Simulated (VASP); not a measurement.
Cost and result of VASP (PAW) for the bulk modulus of Mo (bcc). Static lattice, third-order Birch-Murnaghan fit over five volumes. The cost counts the five points of the equation of state, each on the mesh and cut-off of its row, so the ratios hold those differences too. With PBE it took about 40 core-seconds. Times come from single runs on busy shared machines, so they are rough: good to a factor of about 2.

Measured: 265 GPa at 0 K (as given by Vázquez-Parga, Fernández-Martínez, Viñes, J. Chem. Theory Comput. (2023), doi:10.1021/acs.jctc.3c00612, Supporting …; zero-point energy and finite temperature contributions removed).

```
level     k-mesh  cut-off (eV)  bulk modulus (GPa)  error (%)         cost over PBE
------  --------  ------------  ------------------  ---------  --------------------
LDA     16×16×16           520                 291      +10.0  within a factor of 2
PBEsol  16×16×16           520                 [?]        [?]  within a factor of 2
PBE     16×16×16           520                 261       -1.3             reference
r2SCAN  16×16×16           520                 274       +3.7         about 6 times
SCAN    16×16×16           520                 [?]        [?]                   [?]
```

Some entries are withheld; supply them.

- PBEsol, bulk modulus (GPa): 282
- PBEsol, error (%): +6.4
- SCAN, bulk modulus (GPa): 280
- SCAN, error (%): +5.6
- SCAN, cost over PBE: about 7 times

Left out are levels that failed, ran on another kind of processor or have no fit band path; at most nine are shown.

The compound is Mo in the bcc structure.
